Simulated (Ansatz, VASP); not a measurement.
**CdGe2 in VASP and in Ansatz**

```
Cd Ge
1.0
     0.00000    4.01744    4.01744
     4.01744    0.00000    4.01744
     4.01744    4.01744    0.00000
Cd Ge
2 4
Direct
  0.50000 0.50000 0.50000
  0.75000 0.75000 0.75000
  0.12500 0.12500 0.12500
  0.62500 0.12500 0.12500
  0.12500 0.12500 0.62500
  0.12500 0.62500 0.12500
```

Alike in both runs: functional PBE; k mesh 8 × 8 × 8; occupations gaussian, width 0.1 eV; no spin polarisation.

Ansatz relaxed the structure, and its values are those at the end. VASP's run is a single point on that final structure, the one shown.

|  | VASP | Ansatz |
| --- | --- | --- |
| version | VASP 6.6.1 | Ansatz 0.2.0 |
| potentials or method | VASP PAW PBE potentials, release 64 (Cd, Ge_d) | scalar-relativistic, plane waves, PAW |
| plane-wave cutoff (eV) | 520 | 420 |
| valence electrons in the cell | 80 | 96 |

Ansatz gave:

| Property | Result |
| --- | --- |
| gap on the k mesh at the Fermi level (eV) | none |
| pressure (GPa) | 0.0 |

Which values does VASP return?

gap on the k mesh at the Fermi level (eV): none; pressure (GPa): 0.1.

A gap of «none» marks a metal or a gap that the smearing closes. The two sets of potentials don't hold the same shells in valence.
